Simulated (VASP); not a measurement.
```
ScB
1.0
    2.93700     0.00000     0.00000
    0.00000     2.93700     0.00000
    0.00000     0.00000     2.93700
Sc B
1 1
Direct
  0.00000   0.00000   0.00000
  0.50000   0.50000   0.50000
```

Level of theory: PBEsol GGA, VASP's PBE PAW potentials (set 64) (plane waves; VASP 6.6.1). Run with 520 eV cut-off, Gaussian smearing of 0.050 eV, potentials Sc_sv B.

Question: Give the energies of bands 5 to 10 at the high-symmetry points, in eV from the Fermi level.

Answer: 
```json
[
 {"band": "5", "Γ": "-9.79", "X": "-6.54", "M": "-6.41", "R": "-3.81"},
 {"band": "6", "Γ": "-0.53", "X": "-5.06", "M": "-1.99", "R": "-3.81"},
 {"band": "7", "Γ": "-0.53", "X": "0.42", "M": "-1.99", "R": "-3.81"},
 {"band": "8", "Γ": "2.85", "X": "0.42", "M": "0.16", "R": "-2.30"},
 {"band": "9", "Γ": "2.85", "X": "0.43", "M": "2.70", "R": "5.61"},
 {"band": "10", "Γ": "2.85", "X": "4.50", "M": "2.70", "R": "5.61"}
]
```

It has no gap at this level: it comes out as a metal or semimetal.

The structure was generated: ScB was put into the CsCl type type (Pm-3m), which need not be its known phase. It was relaxed first, which changed the volume by -30 %.
